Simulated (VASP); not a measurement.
Data:

```yaml
crystal:
  lattice:
    - [0.00000, 3.10917, 3.10917]
    - [3.10917, 0.00000, 3.10917]
    - [3.10917, 3.10917, 0.00000]
  atoms:
    - { symbol: Pb, position: [0.00000, 0.00000, 0.00000] }
    - { symbol: Se, position: [0.50000, 0.50000, 0.50000] }
```

All values below come from optB86b-vdW, VASP's PBE PAW potentials (set 64) (plane waves; VASP). Numerical set-up: 520 eV cut-off, 8×8×8 Γ-centred mesh, Gaussian smearing of 0.050 eV, potentials Pb_d Se.

Unless said otherwise, spin-orbit coupling is left out, though it shifts the bands of the heavy elements here.

Estimate the energy per atom (σ→0), pressure, band gap (on the k-mesh) with the smallest direct gap where there is one.

```
Item                                          Value
-----------------------------------  --------------
band gap (on the k-mesh)                    0.43 eV
smallest direct gap (on the k-mesh)         0.43 eV
energy per atom (σ→0)                -1.777 eV/atom
pressure                                  -1.38 GPa
```

The compound is PbSe in the rock salt structure. This cell is one point of a volume scan, at 1.03 of the reference volume.
